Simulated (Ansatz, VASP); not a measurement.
# Sn: VASP beside Ansatz, part 2 of 4

Wanted: the spread between two codes on one cell, functional and k mesh. The structure shown is the start of the Ansatz relaxation below; VASP solves that cell, so the two are compared at the walk's first step.

VASP 6.6.1 and Ansatz 0.2.0.

So far: Set-up; Ansatz: relaxation, LDA.

**3. VASP: single point, LDA, start cell, pair 1**

Level of this step: LDA; plane waves and PAW (Sn_d) (VASP).

The same cell, functional (in two slightly different forms), mesh and smearing now go to VASP, with its own data sets.

Lines of VASP's logs that name or quote its potential files are left out, and so is its time.

Contents of INCAR:

```
SYSTEM = Sn
PREC = Accurate
ENCUT = 400
EDIFF = 1E-06
NELM = 120
ISMEAR = 0
SIGMA = 0.015
LREAL = .FALSE.
ALGO = Normal
GGA = CA
NBANDS = 20
LORBIT = 11
LWAVE = .FALSE.
LCHARG = .FALSE.
ISIF = 2
ISYM = 2
LASPH = .TRUE.
GGA_COMPAT = .FALSE.
KPAR = 2
```

Contents of POSCAR:

```
Sn
1.0
   -0.0565330000      3.2442500000      3.2442500000
    3.2442500000     -0.0565330000      3.2442500000
    3.2442500000      3.2442500000     -0.0565330000
Sn
2
Direct
    0.4990767210      0.4990767210      0.4990767210
    0.7509233179      0.7509233179      0.7509233179
```

Contents of KPOINTS:

```
Points of the shifted mesh
1728
Reciprocal
 0.0416666667  0.0416666667  0.0416666667 1
 0.0416666667  0.0416666667  0.1250000000 1
 0.0416666667  0.0416666667  0.2083333333 1
 0.0416666667  0.0416666667  0.2916666667 1
 0.0416666667  0.0416666667  0.3750000000 1
 0.0416666667  0.0416666667  0.4583333333 1
 0.0416666667  0.0416666667  0.5416666667 1
 0.0416666667  0.0416666667  0.6250000000 1
 0.0416666667  0.0416666667  0.7083333333 1
 0.0416666667  0.0416666667  0.7916666667 1
 0.0416666667  0.0416666667  0.8750000000 1
 0.0416666667  0.0416666667  0.9583333333 1
 0.0416666667  0.1250000000  0.0416666667 1
 0.0416666667  0.1250000000  0.1250000000 1
 0.0416666667  0.1250000000  0.2083333333 1
 0.0416666667  0.1250000000  0.2916666667 1
 0.0416666667  0.1250000000  0.3750000000 1
 0.0416666667  0.1250000000  0.4583333333 1
 0.0416666667  0.1250000000  0.5416666667 1
 0.0416666667  0.1250000000  0.6250000000 1
 0.0416666667  0.1250000000  0.7083333333 1
 0.0416666667  0.1250000000  0.7916666667 1
 0.0416666667  0.1250000000  0.8750000000 1
 0.0416666667  0.1250000000  0.9583333333 1
 0.0416666667  0.2083333333  0.0416666667 1
 0.0416666667  0.2083333333  0.1250000000 1
 0.0416666667  0.2083333333  0.2083333333 1
 0.0416666667  0.2083333333  0.2916666667 1
 0.0416666667  0.2083333333  0.3750000000 1
 0.0416666667  0.2083333333  0.4583333333 1
 0.0416666667  0.2083333333  0.5416666667 1
 0.0416666667  0.2083333333  0.6250000000 1
 0.0416666667  0.2083333333  0.7083333333 1
 0.0416666667  0.2083333333  0.7916666667 1
 0.0416666667  0.2083333333  0.8750000000 1
 0.0416666667  0.2083333333  0.9583333333 1
 0.0416666667  0.2916666667  0.0416666667 1
 0.0416666667  0.2916666667  0.1250000000 1
 0.0416666667  0.2916666667  0.2083333333 1
 0.0416666667  0.2916666667  0.2916666667 1
 0.0416666667  0.2916666667  0.3750000000 1
 0.0416666667  0.2916666667  0.4583333333 1
 0.0416666667  0.2916666667  0.5416666667 1
 0.0416666667  0.2916666667  0.6250000000 1
 0.0416666667  0.2916666667  0.7083333333 1
 0.0416666667  0.2916666667  0.7916666667 1
 0.0416666667  0.2916666667  0.8750000000 1
 0.0416666667  0.2916666667  0.9583333333 1
 0.0416666667  0.3750000000  0.0416666667 1
 0.0416666667  0.3750000000  0.1250000000 1
 0.0416666667  0.3750000000  0.2083333333 1
 0.0416666667  0.3750000000  0.2916666667 1
 0.0416666667  0.3750000000  0.3750000000 1
 0.0416666667  0.3750000000  0.4583333333 1
 0.0416666667  0.3750000000  0.5416666667 1
 0.0416666667  0.3750000000  0.6250000000 1
 0.0416666667  0.3750000000  0.7083333333 1
 0.0416666667  0.3750000000  0.7916666667 1
 0.0416666667  0.3750000000  0.8750000000 1
 0.0416666667  0.3750000000  0.9583333333 1
 0.0416666667  0.4583333333  0.0416666667 1
 0.0416666667  0.4583333333  0.1250000000 1
 0.0416666667  0.4583333333  0.2083333333 1
 0.0416666667  0.4583333333  0.2916666667 1
 0.0416666667  0.4583333333  0.3750000000 1
 0.0416666667  0.4583333333  0.4583333333 1
 0.0416666667  0.4583333333  0.5416666667 1
 0.0416666667  0.4583333333  0.6250000000 1
 0.0416666667  0.4583333333  0.7083333333 1
 0.0416666667  0.4583333333  0.7916666667 1
 0.0416666667  0.4583333333  0.8750000000 1
 0.0416666667  0.4583333333  0.9583333333 1
 0.0416666667  0.5416666667  0.0416666667 1
 0.0416666667  0.5416666667  0.1250000000 1
 0.0416666667  0.5416666667  0.2083333333 1
 0.0416666667  0.5416666667  0.2916666667 1
 0.0416666667  0.5416666667  0.3750000000 1
 0.0416666667  0.5416666667  0.4583333333 1
 0.0416666667  0.5416666667  0.5416666667 1
 0.0416666667  0.5416666667  0.6250000000 1
 0.0416666667  0.5416666667  0.7083333333 1
 0.0416666667  0.5416666667  0.7916666667 1
 0.0416666667  0.5416666667  0.8750000000 1
 0.0416666667  0.5416666667  0.9583333333 1
 0.0416666667  0.6250000000  0.0416666667 1
 0.0416666667  0.6250000000  0.1250000000 1
 0.0416666667  0.6250000000  0.2083333333 1
 0.0416666667  0.6250000000  0.2916666667 1
 0.0416666667  0.6250000000  0.3750000000 1
 0.0416666667  0.6250000000  0.4583333333 1
 0.0416666667  0.6250000000  0.5416666667 1
 0.0416666667  0.6250000000  0.6250000000 1
 0.0416666667  0.6250000000  0.7083333333 1
 0.0416666667  0.6250000000  0.7916666667 1
 0.0416666667  0.6250000000  0.8750000000 1
 0.0416666667  0.6250000000  0.9583333333 1
 0.0416666667  0.7083333333  0.0416666667 1
 0.0416666667  0.7083333333  0.1250000000 1
 0.0416666667  0.7083333333  0.2083333333 1
 0.0416666667  0.7083333333  0.2916666667 1
 0.0416666667  0.7083333333  0.3750000000 1
 0.0416666667  0.7083333333  0.4583333333 1
 0.0416666667  0.7083333333  0.5416666667 1
 0.0416666667  0.7083333333  0.6250000000 1
 0.0416666667  0.7083333333  0.7083333333 1
 0.0416666667  0.7083333333  0.7916666667 1
 0.0416666667  0.7083333333  0.8750000000 1
 0.0416666667  0.7083333333  0.9583333333 1
 0.0416666667  0.7916666667  0.0416666667 1
 0.0416666667  0.7916666667  0.1250000000 1
 0.0416666667  0.7916666667  0.2083333333 1
 0.0416666667  0.7916666667  0.2916666667 1
[... 1390 lines left out ...]
 0.8750000000  0.4583333333  0.1250000000 1
 0.8750000000  0.4583333333  0.2083333333 1
 0.8750000000  0.4583333333  0.2916666667 1
 0.8750000000  0.4583333333  0.3750000000 1
 0.8750000000  0.4583333333  0.4583333333 1
 0.8750000000  0.4583333333  0.5416666667 1
 0.8750000000  0.4583333333  0.6250000000 1
 0.8750000000  0.4583333333  0.7083333333 1
 0.8750000000  0.4583333333  0.7916666667 1
 0.8750000000  0.4583333333  0.8750000000 1
 0.8750000000  0.4583333333  0.9583333333 1
 0.8750000000  0.5416666667  0.0416666667 1
 0.8750000000  0.5416666667  0.1250000000 1
 0.8750000000  0.5416666667  0.2083333333 1
 0.8750000000  0.5416666667  0.2916666667 1
 0.8750000000  0.5416666667  0.3750000000 1
 0.8750000000  0.5416666667  0.4583333333 1
 0.8750000000  0.5416666667  0.5416666667 1
 0.8750000000  0.5416666667  0.6250000000 1
 0.8750000000  0.5416666667  0.7083333333 1
 0.8750000000  0.5416666667  0.7916666667 1
 0.8750000000  0.5416666667  0.8750000000 1
 0.8750000000  0.5416666667  0.9583333333 1
 0.8750000000  0.6250000000  0.0416666667 1
 0.8750000000  0.6250000000  0.1250000000 1
 0.8750000000  0.6250000000  0.2083333333 1
 0.8750000000  0.6250000000  0.2916666667 1
 0.8750000000  0.6250000000  0.3750000000 1
 0.8750000000  0.6250000000  0.4583333333 1
 0.8750000000  0.6250000000  0.5416666667 1
 0.8750000000  0.6250000000  0.6250000000 1
 0.8750000000  0.6250000000  0.7083333333 1
 0.8750000000  0.6250000000  0.7916666667 1
 0.8750000000  0.6250000000  0.8750000000 1
 0.8750000000  0.6250000000  0.9583333333 1
 0.8750000000  0.7083333333  0.0416666667 1
 0.8750000000  0.7083333333  0.1250000000 1
 0.8750000000  0.7083333333  0.2083333333 1
 0.8750000000  0.7083333333  0.2916666667 1
 0.8750000000  0.7083333333  0.3750000000 1
 0.8750000000  0.7083333333  0.4583333333 1
 0.8750000000  0.7083333333  0.5416666667 1
 0.8750000000  0.7083333333  0.6250000000 1
 0.8750000000  0.7083333333  0.7083333333 1
 0.8750000000  0.7083333333  0.7916666667 1
 0.8750000000  0.7083333333  0.8750000000 1
 0.8750000000  0.7083333333  0.9583333333 1
 0.8750000000  0.7916666667  0.0416666667 1
 0.8750000000  0.7916666667  0.1250000000 1
 0.8750000000  0.7916666667  0.2083333333 1
 0.8750000000  0.7916666667  0.2916666667 1
 0.8750000000  0.7916666667  0.3750000000 1
 0.8750000000  0.7916666667  0.4583333333 1
 0.8750000000  0.7916666667  0.5416666667 1
 0.8750000000  0.7916666667  0.6250000000 1
 0.8750000000  0.7916666667  0.7083333333 1
 0.8750000000  0.7916666667  0.7916666667 1
 0.8750000000  0.7916666667  0.8750000000 1
 0.8750000000  0.7916666667  0.9583333333 1
 0.8750000000  0.8750000000  0.0416666667 1
 0.8750000000  0.8750000000  0.1250000000 1
 0.8750000000  0.8750000000  0.2083333333 1
 0.8750000000  0.8750000000  0.2916666667 1
 0.8750000000  0.8750000000  0.3750000000 1
 0.8750000000  0.8750000000  0.4583333333 1
 0.8750000000  0.8750000000  0.5416666667 1
 0.8750000000  0.8750000000  0.6250000000 1
 0.8750000000  0.8750000000  0.7083333333 1
 0.8750000000  0.8750000000  0.7916666667 1
 0.8750000000  0.8750000000  0.8750000000 1
 0.8750000000  0.8750000000  0.9583333333 1
 0.8750000000  0.9583333333  0.0416666667 1
 0.8750000000  0.9583333333  0.1250000000 1
 0.8750000000  0.9583333333  0.2083333333 1
 0.8750000000  0.9583333333  0.2916666667 1
 0.8750000000  0.9583333333  0.3750000000 1
 0.8750000000  0.9583333333  0.4583333333 1
 0.8750000000  0.9583333333  0.5416666667 1
 0.8750000000  0.9583333333  0.6250000000 1
 0.8750000000  0.9583333333  0.7083333333 1
 0.8750000000  0.9583333333  0.7916666667 1
 0.8750000000  0.9583333333  0.8750000000 1
 0.8750000000  0.9583333333  0.9583333333 1
 0.9583333333  0.0416666667  0.0416666667 1
 0.9583333333  0.0416666667  0.1250000000 1
 0.9583333333  0.0416666667  0.2083333333 1
 0.9583333333  0.0416666667  0.2916666667 1
 0.9583333333  0.0416666667  0.3750000000 1
 0.9583333333  0.0416666667  0.4583333333 1
 0.9583333333  0.0416666667  0.5416666667 1
 0.9583333333  0.0416666667  0.6250000000 1
 0.9583333333  0.0416666667  0.7083333333 1
 0.9583333333  0.0416666667  0.7916666667 1
 0.9583333333  0.0416666667  0.8750000000 1
 0.9583333333  0.0416666667  0.9583333333 1
 0.9583333333  0.1250000000  0.0416666667 1
 0.9583333333  0.1250000000  0.1250000000 1
 0.9583333333  0.1250000000  0.2083333333 1
 0.9583333333  0.1250000000  0.2916666667 1
 0.9583333333  0.1250000000  0.3750000000 1
 0.9583333333  0.1250000000  0.4583333333 1
 0.9583333333  0.1250000000  0.5416666667 1
 0.9583333333  0.1250000000  0.6250000000 1
 0.9583333333  0.1250000000  0.7083333333 1
 0.9583333333  0.1250000000  0.7916666667 1
 0.9583333333  0.1250000000  0.8750000000 1
 0.9583333333  0.1250000000  0.9583333333 1
 0.9583333333  0.2083333333  0.0416666667 1
 0.9583333333  0.2083333333  0.1250000000 1
 0.9583333333  0.2083333333  0.2083333333 1
 0.9583333333  0.2083333333  0.2916666667 1
 0.9583333333  0.2083333333  0.3750000000 1
 0.9583333333  0.2083333333  0.4583333333 1
 0.9583333333  0.2083333333  0.5416666667 1
 0.9583333333  0.2083333333  0.6250000000 1
 0.9583333333  0.2083333333  0.7083333333 1
 0.9583333333  0.2083333333  0.7916666667 1
 0.9583333333  0.2083333333  0.8750000000 1
 0.9583333333  0.2083333333  0.9583333333 1
 0.9583333333  0.2916666667  0.0416666667 1
 0.9583333333  0.2916666667  0.1250000000 1
 0.9583333333  0.2916666667  0.2083333333 1
 0.9583333333  0.2916666667  0.2916666667 1
 0.9583333333  0.2916666667  0.3750000000 1
 0.9583333333  0.2916666667  0.4583333333 1
 0.9583333333  0.2916666667  0.5416666667 1
 0.9583333333  0.2916666667  0.6250000000 1
 0.9583333333  0.2916666667  0.7083333333 1
 0.9583333333  0.2916666667  0.7916666667 1
 0.9583333333  0.2916666667  0.8750000000 1
 0.9583333333  0.2916666667  0.9583333333 1
 0.9583333333  0.3750000000  0.0416666667 1
 0.9583333333  0.3750000000  0.1250000000 1
 0.9583333333  0.3750000000  0.2083333333 1
 0.9583333333  0.3750000000  0.2916666667 1
 0.9583333333  0.3750000000  0.3750000000 1
 0.9583333333  0.3750000000  0.4583333333 1
 0.9583333333  0.3750000000  0.5416666667 1
 0.9583333333  0.3750000000  0.6250000000 1
 0.9583333333  0.3750000000  0.7083333333 1
 0.9583333333  0.3750000000  0.7916666667 1
 0.9583333333  0.3750000000  0.8750000000 1
 0.9583333333  0.3750000000  0.9583333333 1
 0.9583333333  0.4583333333  0.0416666667 1
 0.9583333333  0.4583333333  0.1250000000 1
 0.9583333333  0.4583333333  0.2083333333 1
 0.9583333333  0.4583333333  0.2916666667 1
 0.9583333333  0.4583333333  0.3750000000 1
 0.9583333333  0.4583333333  0.4583333333 1
 0.9583333333  0.4583333333  0.5416666667 1
 0.9583333333  0.4583333333  0.6250000000 1
 0.9583333333  0.4583333333  0.7083333333 1
 0.9583333333  0.4583333333  0.7916666667 1
 0.9583333333  0.4583333333  0.8750000000 1
 0.9583333333  0.4583333333  0.9583333333 1
 0.9583333333  0.5416666667  0.0416666667 1
 0.9583333333  0.5416666667  0.1250000000 1
 0.9583333333  0.5416666667  0.2083333333 1
 0.9583333333  0.5416666667  0.2916666667 1
 0.9583333333  0.5416666667  0.3750000000 1
 0.9583333333  0.5416666667  0.4583333333 1
 0.9583333333  0.5416666667  0.5416666667 1
 0.9583333333  0.5416666667  0.6250000000 1
 0.9583333333  0.5416666667  0.7083333333 1
 0.9583333333  0.5416666667  0.7916666667 1
 0.9583333333  0.5416666667  0.8750000000 1
 0.9583333333  0.5416666667  0.9583333333 1
 0.9583333333  0.6250000000  0.0416666667 1
 0.9583333333  0.6250000000  0.1250000000 1
 0.9583333333  0.6250000000  0.2083333333 1
 0.9583333333  0.6250000000  0.2916666667 1
 0.9583333333  0.6250000000  0.3750000000 1
 0.9583333333  0.6250000000  0.4583333333 1
 0.9583333333  0.6250000000  0.5416666667 1
 0.9583333333  0.6250000000  0.6250000000 1
 0.9583333333  0.6250000000  0.7083333333 1
 0.9583333333  0.6250000000  0.7916666667 1
 0.9583333333  0.6250000000  0.8750000000 1
 0.9583333333  0.6250000000  0.9583333333 1
 0.9583333333  0.7083333333  0.0416666667 1
 0.9583333333  0.7083333333  0.1250000000 1
 0.9583333333  0.7083333333  0.2083333333 1
 0.9583333333  0.7083333333  0.2916666667 1
 0.9583333333  0.7083333333  0.3750000000 1
 0.9583333333  0.7083333333  0.4583333333 1
 0.9583333333  0.7083333333  0.5416666667 1
 0.9583333333  0.7083333333  0.6250000000 1
 0.9583333333  0.7083333333  0.7083333333 1
 0.9583333333  0.7083333333  0.7916666667 1
 0.9583333333  0.7083333333  0.8750000000 1
 0.9583333333  0.7083333333  0.9583333333 1
 0.9583333333  0.7916666667  0.0416666667 1
 0.9583333333  0.7916666667  0.1250000000 1
 0.9583333333  0.7916666667  0.2083333333 1
 0.9583333333  0.7916666667  0.2916666667 1
 0.9583333333  0.7916666667  0.3750000000 1
 0.9583333333  0.7916666667  0.4583333333 1
 0.9583333333  0.7916666667  0.5416666667 1
 0.9583333333  0.7916666667  0.6250000000 1
 0.9583333333  0.7916666667  0.7083333333 1
 0.9583333333  0.7916666667  0.7916666667 1
 0.9583333333  0.7916666667  0.8750000000 1
 0.9583333333  0.7916666667  0.9583333333 1
 0.9583333333  0.8750000000  0.0416666667 1
 0.9583333333  0.8750000000  0.1250000000 1
 0.9583333333  0.8750000000  0.2083333333 1
 0.9583333333  0.8750000000  0.2916666667 1
 0.9583333333  0.8750000000  0.3750000000 1
 0.9583333333  0.8750000000  0.4583333333 1
 0.9583333333  0.8750000000  0.5416666667 1
 0.9583333333  0.8750000000  0.6250000000 1
 0.9583333333  0.8750000000  0.7083333333 1
 0.9583333333  0.8750000000  0.7916666667 1
 0.9583333333  0.8750000000  0.8750000000 1
 0.9583333333  0.8750000000  0.9583333333 1
 0.9583333333  0.9583333333  0.0416666667 1
 0.9583333333  0.9583333333  0.1250000000 1
 0.9583333333  0.9583333333  0.2083333333 1
 0.9583333333  0.9583333333  0.2916666667 1
 0.9583333333  0.9583333333  0.3750000000 1
 0.9583333333  0.9583333333  0.4583333333 1
 0.9583333333  0.9583333333  0.5416666667 1
 0.9583333333  0.9583333333  0.6250000000 1
 0.9583333333  0.9583333333  0.7083333333 1
 0.9583333333  0.9583333333  0.7916666667 1
 0.9583333333  0.9583333333  0.8750000000 1
 0.9583333333  0.9583333333  0.9583333333 1
```

Potentials, in the order of the species: Sn_d (LDA family, release 64).

On the command line:

```
$ mpirun -np 2 vasp_std
```

The program printed:

```text
[banner, memory and clock lines left out]
running    2 mpi-ranks, on    1 nodes
 distrk:  each k-point on    1 cores,    2 groups
 distr:  one band on    1 cores,    1 groups

 POSCAR found type information on POSCAR Sn
 POSCAR found :  1 types and       2 ions
 LDA part: xc-table for (Slater(with rela. corr.)+CA(PZ))
 , standard interpolation
 POSCAR, INCAR and KPOINTS ok, starting setup
 FFT: planning ... GRIDC
 FFT: planning ... GRID_SOFT
 FFT: planning ... GRID
 WAVECAR not read
 entering main loop
       N       E                     dE             d eps       ncg     rms          rms(c)
DAV:   1     0.208512745074E+03    0.20851E+03   -0.13275E+04 69600   0.175E+03
DAV:   2     0.130201636875E+02   -0.19549E+03   -0.19202E+03 69488   0.401E+02
DAV:   3    -0.835430804765E+01   -0.21374E+02   -0.21266E+02 79508   0.136E+02
DAV:   4    -0.902407185707E+01   -0.66976E+00   -0.66949E+00 78084   0.278E+01
DAV:   5    -0.904643798186E+01   -0.22366E-01   -0.22366E-01 92712   0.486E+00    0.317E+00
DAV:   6    -0.896695343286E+01    0.79485E-01   -0.39993E-02 87224   0.219E+00    0.179E+00
DAV:   7    -0.892739494943E+01    0.39558E-01   -0.59662E-02 71768   0.223E+00    0.146E-01
DAV:   8    -0.892790016708E+01   -0.50522E-03   -0.54498E-03 79088   0.859E-01    0.507E-02
DAV:   9    -0.892797889502E+01   -0.78728E-04   -0.19087E-04 89716   0.106E-01    0.194E-02
DAV:  10    -0.892798439385E+01   -0.54988E-05   -0.16883E-05 78712   0.441E-02    0.325E-03
DAV:  11    -0.892798469527E+01   -0.30141E-06   -0.14131E-06 62436   0.826E-03
   1 F= -.89279847E+01 E0= -.89279671E+01  d E =-.351615E-04
```

Parts of OUTCAR (step 3):

```text
ion  position               nearest neighbor table
   1  0.499  0.499  0.499-   2 2.81   2 2.84   2 2.84   2 2.84
   2  0.751  0.751  0.751-   1 2.81   1 2.84   1 2.84   1 2.84

  LATTYP: Found a trigonal (rhomboedric) cell.
 ALAT       =     4.5884106295
 COS(alpha) =     0.4825011448

 Subroutine GETGRP returns: Found 12 space group operations
 (whereof  6 operations were pure point group operations)

The static configuration has the point symmetry C_3v.
 The point group associated with its full space group is D_3d.

   k-points           NKPTS =   1728   k-points in BZ     NKDIM =   1728   number of bands    NBANDS=     20

   dimension x,y,z NGX =    30 NGY =   30 NGZ =   30
   dimension x,y,z NGXF=    60 NGYF=   60 NGZF=   60

   ENCUT  =  400.0 eV  29.40 Ry    5.42 a.u.   7.48  7.48  7.48*2*pi/ulx,y,z

   NELECT =      28.0000    total number of electrons

 k-points in reciprocal lattice and weights: Points of the shifted mesh
   0.04166667  0.04166667  0.04166667       0.001
   0.04166667  0.04166667  0.12500000       0.001
   0.04166667  0.04166667  0.20833333       0.001
   0.04166667  0.04166667  0.29166667       0.001
   0.04166667  0.04166667  0.37500000       0.001
   0.04166667  0.04166667  0.45833333       0.001
   0.04166667  0.04166667  0.54166667       0.001
   0.04166667  0.04166667  0.62500000       0.001
   0.04166667  0.04166667  0.70833333       0.001
[...]
0.95833333  0.95833333  0.87500000       0.001
   0.95833333  0.95833333  0.95833333       0.001

 average (electrostatic) potential at core
       1-101.6306       2-101.6306

 E-fermi :   5.0592

 k-point     1 :       0.0417    0.0417    0.0417
  band No.  band energies     occupation
    ...
      8     -16.1037      2.00000
      9     -16.1037      2.00000
     10     -16.0932      2.00000
     11      -5.3624      2.00000
     12       3.9068      2.00000
     13       5.1044      0.00002
     14       5.1044      0.00002
     15       5.3670      0.00000
     16       7.2251      0.00000
     17       7.2251      0.00000
    ...

 k-point     2 :       0.0417    0.0417    0.1250
  band No.  band energies     occupation
    ...
     10     -16.0852      2.00000
     11      -5.2752      2.00000
     12       3.1040      2.00000
     13       4.8344      2.00000
     14       5.0477      1.72170
     15       5.6333      0.00000
     16       7.3131      0.00000
     17       7.4435      0.00000
     18       7.9099      0.00000
     19      10.5188      0.00000
    ...

 k-point     3 :       0.0417    0.0417    0.2083
  band No.  band energies     occupation
    ...
     10     -16.0739      2.00000
     11      -5.0630      2.00000
     12       1.9439      2.00000
     13       4.5038      2.00000
     14       4.7976      2.00000
     15       5.6457      0.00000
     16       7.6462      0.00000
     17       7.8840      0.00000
     18       8.6974      0.00000
     19      11.2374      0.00000
    ...

  Total       -0.6077391     -0.6077391     -0.6077391      0.2659626      0.2659626      0.2659626
  in kB      -13.8947269    -13.8947269    -13.8947269      6.0806984      6.0806984      6.0806984
  external PRESSURE =     -13.8947269 kB  Pullay stress =       0.0000000 kB

  energy-cutoff  :      400.00
  volume of cell :       70.08
      direct lattice vectors                 reciprocal lattice vectors
    -0.056533000  3.244250000  3.244250000    -0.150147801  0.152810618  0.152810618
     3.244250000 -0.056533000  3.244250000     0.152810618 -0.150147801  0.152810618
     3.244250000  3.244250000 -0.056533000     0.152810618  0.152810618 -0.150147801

 POSITION                                       TOTAL-FORCE (eV/Angst)
 -----------------------------------------------------------------------------------
      3.21004      3.21004      3.21004        -0.051119     -0.051119     -0.051119
      4.82991      4.82991      4.82991         0.051119      0.051119      0.051119
 -----------------------------------------------------------------------------------
    total drift:                                0.000000      0.000000      0.000000

  FREE ENERGIE OF THE ION-ELECTRON SYSTEM (eV)
  ---------------------------------------------------
  free  energy   TOTEN  =        -8.9279846953 eV

  energy  without entropy=       -8.9279495337  energy(sigma->0) =       -8.92796711

 total charge
# of ion       s       p       d       tot
------------------------------------------
    1        1.182   1.191   9.964  12.336
    2        1.182   1.191   9.964  12.336
--------------------------------------------------
tot          2.363   2.382  19.928  24.673

[... 3 further parts left out ...]
```

The run ends at a pressure of -1.39 GPa, with forces up to 0.089 eV/Å.

[end of part 2 of 4]

[Lines on the potential files, build, host, timing and source positions are cut from VASP's logs without a mark.]

[Logs are printed without paths, hosts, clocks, repeated set-up lines and the standing remarks that a program may print on its own settings, such as how far it seeks lower states.]

[Hosts, paths, dates, database ids (printed as entryN), source tags and the programs' standing remarks are cut or masked in the printed files.]
